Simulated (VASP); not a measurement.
Crystal: Zr.

```
CELL_PARAMETERS angstrom
3.23200 0.00000 0.00000
-1.61600 2.79899 0.00000
0.00000 0.00000 5.14700
ATOMIC_POSITIONS crystal
Zr 0.33333 0.66667 0.25000
Zr 0.66667 0.33333 0.75000
```

| Item | Value |
| --- | --- |
| Program | VASP 6.6.1 |
| Task | relaxation of cell and atoms |
| Functional | PBE |
| Dispersion | D3(BJ) |
| Potentials or basis | VASP PAW PBE potentials, release 64 (Zr_sv) |
| Cutoff | 600 eV |
| k mesh | 15 × 15 × 7 |
| Occupations | methfessel-paxton, width 0.1 eV |
| Spin | no spin polarisation |

At the start: pressure -3.3 GPa; volume 23.28 Å³/atom.

**Question.** How do energy, volume and symmetry change on relaxing?

**Answer.** Over 6 steps the energy falls by 9.0 meV/atom and the volume is 22.45 Å³/atom (-3.6 %); space group P6_3/mmc (No. 194, to 0.05 Å).

Step by step:
| step | energy change (eV) | largest force (eV/Å) | pressure (GPa) | volume (Å³) |
| --- | --- | --- | --- | --- |
| 1 | 0.0000 | 0.0000 | -3.34 | 46.56 |
| 2 | -0.0002 | 0.0000 | 3.69 | 43.37 |
| 3 | -0.0177 | 0.0000 | -0.02 | 44.93 |
| 4 | -0.0177 | 0.0000 | 0.06 | 44.90 |
| 5 | -0.0180 | 0.0000 | 0.05 | 44.89 |
| 6 | -0.0180 | 0.0000 | 0.05 | 44.89 |

Final structure:
```
CELL_PARAMETERS angstrom
3.18504 0.00000 0.00000
-1.59252 2.75832 0.00000
0.00000 0.00000 5.10975
ATOMIC_POSITIONS crystal
Zr 0.33333 0.66667 0.25000
Zr 0.66667 0.33333 0.75000
```

Caveat: pairwise dispersion overbinds metals, which lowers pressure and volume.
